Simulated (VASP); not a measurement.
Set up this calculation in VASP 6.6.1, as the native input.

| Item | Value |
| --- | --- |
| Task | relaxation of the atoms |
| Functional | PBE |
| Potentials or basis | VASP PAW PBE potentials, release 64 (Ru_pv, N) |
| Cutoff | 450 eV |
| k mesh | 6 × 6 × 1 |
| Occupations | methfessel-paxton, width 0.1 eV |
| Spin | no spin polarisation |
| Dipole correction | yes |
| Atoms held fixed (from 0) | [0, 1, 2] |
| Further INCAR settings | PREC = Normal; LREAL = Auto; ALGO = Normal; EDIFF = 1e-06; IBRION = 2; EDIFFG = -0.03; NSW = 90 |

The structure of Ru9N lies in POSCAR:

```
Ru9N
1.0
    4.7076260000      0.0000000000      0.0000000000
   -2.3538121300      4.0769235000      0.0000000000
    0.0000000000      0.0000000000     23.3005680000
Ru N
9 1
Selective dynamics
Direct
    0.3333330000      0.3333330000      0.3647979700  F F F
    0.6666663300      0.9999996700      0.3647979700  F F F
    0.9999996700      0.6666663300      0.3647979700  F F F
    0.6666670000      0.6666670000      0.4570825900  T T T
    0.0000003300      0.3333336700      0.4570825900  T T T
    0.3333336700      0.0000003300      0.4570825900  T T T
    0.3333330000      0.3333330000      0.5493672100  T T T
    0.6666663300      0.9999996700      0.5493672100  T T T
    0.9999996700      0.6666663300      0.5493672100  T T T
    0.3333330000      0.3333330000      0.6429271600  T T T
```

One way to write it, as run:

INCAR

```
SYSTEM = Ru9N
ALGO = Normal ; DIPOL = 0.5 0.5 0.476
EDIFF = 1E-6 ; EDIFFG = -0.03
ENCUT = 450 ; GGA = PE
IBRION = 2 ; IDIPOL = 3
ISIF = 2 ; ISMEAR = 1
KPAR = 4 ; LASPH = .True.
LCHARG = .False. ; LDIPOL = .True.
LREAL = Auto ; LWAVE = .False.
NELM = 80 ; NSW = 90
PREC = Normal ; SIGMA = 0.1
```

KPOINTS

```
k-points
0
Gamma
  6 6 1
  0 0 0
```

Potentials or basis: VASP PAW PBE potentials, release 64 (Ru_pv, N).

The run is started by

```bash
$ cat potpaw_PBE.64/Ru_pv/POTCAR potpaw_PBE.64/N/POTCAR > POTCAR
$ mpirun -np 4 vasp_std > vasp.out
```

It gave:

```yaml
Energy_gained_by_relaxing: 261.3 meV/atom
Ionic_steps: 23
Band_gap_on_the_k_mesh: none (metal or under the smearing width)
```

Wall time 25 min on 4 MPI ranks on Intel(R) Xeon(R) Platinum 8175M CPU @ 2.50GHz (Skylake/Cascade Lake) (shared host), peak memory 0.35 GiB a rank.
